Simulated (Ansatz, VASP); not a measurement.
## SiGe4W: VASP beside Ansatz

```
Si Ge W
1.0
     3.41252    0.00000    0.00000
    -1.70626    2.95533    0.00000
     0.00000    0.00000   11.75158
Si Ge W
1 4 1
Cartesian
  0.0000 0.0000 5.8758
  1.7063 0.9851 10.4561
  1.7063 0.9851 4.4261
  0.0000 1.9702 7.3255
  0.0000 1.9702 1.2955
  0.0000 0.0000 0.0000
```

Change from the starting cell: species swapped into the ZrTiS4 type (P-3m1, No. 164).

Alike in both runs: task single point; functional PBE; k mesh 6 × 6 × 2; occupations gaussian, width 0.1 eV; no spin polarisation.

```csv
,VASP,Ansatz
version,VASP 6.6.1,Ansatz 0.2.0
potentials or method,"VASP PAW PBE potentials, release 64 (Si, Ge_d, W_sv)","scalar-relativistic, plane waves, PAW"
plane-wave cutoff (eV),520,420
valence electrons in the cell,74,74
```

VASP gave:

| Property | Result |
| --- | --- |
| gap on the k mesh at the Fermi level (eV) | none |
| pressure (GPa) | 18.9 |
| largest component of the traceless stress (GPa) | 1.65 |
| rms of the force components (eV/Å) | 1.641 |

**Question.** Which values does Ansatz return?

**Answer.** gap on the k mesh at the Fermi level (eV): none; pressure (GPa): 18.7; largest component of the traceless stress (GPa): 1.59; rms of the force components (eV/Å): 1.624.

Atom by atom the forces differ by 0.018 eV/Å (rms over components). A gap of «none» marks a metal or a gap that the smearing closes.

Caveats: so large a pressure means that the cell lies far from this level's equilibrium, or that cutoff or potentials fall short (VASP); forces of over 1 eV/Å show positions far from the minimum, so gaps and moduli don't describe the material at rest. Spin-orbit coupling is left out, which matters for the levels of W.
